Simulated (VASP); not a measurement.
Ni, 1 atom in the cell. Symmetry: Fm-3m, No. 225, cubic system. The conventional cell has a = 3.518 Å, b = 3.518 Å, c = 3.518 Å, α = 90.00°, β = 90.00°, γ = 90.00°. Ni (site symmetry m-3m) is surrounded by 12 Ni at 2.49 Å. 

| Quantity | Value |
| --- | --- |
| Program | VASP 6.6.1 |
| Task | band structure |
| Functional | PBE |
| Potentials or basis | VASP PAW PBE potentials, release 64 (Ni) |
| Cutoff | 520 eV |
| k mesh | 20 × 20 × 20 |
| Occupations | methfessel-paxton, width 0.2 eV |
| Spin | collinear spin, ferromagnetic start |
| Starting moments | [0.8] μB |
| Further INCAR settings | ALGO = Normal; EDIFF = 1e-07; NBANDS = 15 |

Potentials or basis: VASP PAW PBE potentials, release 64 (Ni).

The run is started by

```console
$ cat potpaw_PBE.64/Ni/POTCAR > POTCAR
$ cp INCAR.step1 INCAR
$ cp KPOINTS.step1 KPOINTS
$ mpirun -np 1 vasp_std > vasp.out
$ cp INCAR.step2 INCAR
$ cp KPOINTS.step2 KPOINTS
$ mpirun -np 1 vasp_std > vasp.out
```

Hardware: 1 thread of Intel(R) Xeon(R) 6975P-C (Granite Rapids), with other jobs on the host.

Task: How long does it take, and how much memory?

Result: It took 48 s on 1 thread of Intel(R) Xeon(R) 6975P-C (Granite Rapids) (shared host), peak memory 0.18 GiB. Counts: scf iterations 7, k points 100.
